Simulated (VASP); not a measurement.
Data:

```
CELL_PARAMETERS angstrom
      0.00000     2.77100     2.77100
      2.77100     0.00000     2.77100
      2.77100     2.77100     0.00000
ATOMIC_POSITIONS crystal
  Ag 0.00000 0.00000 0.00000
  Cl 0.50000 0.50000 0.50000
```

Calculation: r2SCAN meta-GGA, VASP's PBE PAW potentials (set 64) (plane waves; VASP). Run with 520 eV cut-off, 9×9×9 Γ-centred mesh, tetrahedra with Blöchl corrections, potentials Ag Cl.

Q: Tabulate the total density of states (states/eV per cell) against energy (eV; zero at the valence-band maximum or, without a gap, the Fermi level).

A: 
```
E (eV) | DOS (states/eV)
    -9.99 |  0.00
    -9.63 |  0.00
    -9.27 |  0.00
    -8.79 |  0.00
    -8.43 |  0.00
    -8.07 |  0.00
    -7.71 |  0.00
    -7.35 |  0.00
    -6.99 |  0.00
    -6.51 |  0.00
    -6.15 |  0.00
    -5.79 |  0.00
    -5.43 |  0.00
    -5.07 | ##### 0.99
    -4.59 | ############# 2.52
    -4.23 | ############################## 5.99
    -3.87 | ################### 3.85
    -3.51 | ############ 2.33
    -3.15 | ### 0.50
    -2.79 |  0.06
    -2.31 | ########################### 5.45
    -1.95 | ###################### 4.38
    -1.59 | ################ 3.15
    -1.23 | ########### 2.18
    -0.87 | ########### 2.19
    -0.51 | ########## 1.97
    -0.03 | # 0.28
     0.33 |  0.00
     0.69 |  0.00
     1.05 |  0.00
     1.41 |  0.00
     1.89 |  0.03
     2.25 |  0.05
     2.61 |  0.08
     2.97 | # 0.11
     3.33 | ## 0.31
     3.69 | ## 0.50
     4.17 | #### 0.88
     4.53 | ##### 1.01
     4.89 | ###### 1.20
```
Within 2 eV below the valence-band maximum the largest weight inside VASP's projection spheres is Ag d, then Cl p.

The compound is AgCl in the rock salt structure. It was relaxed first.
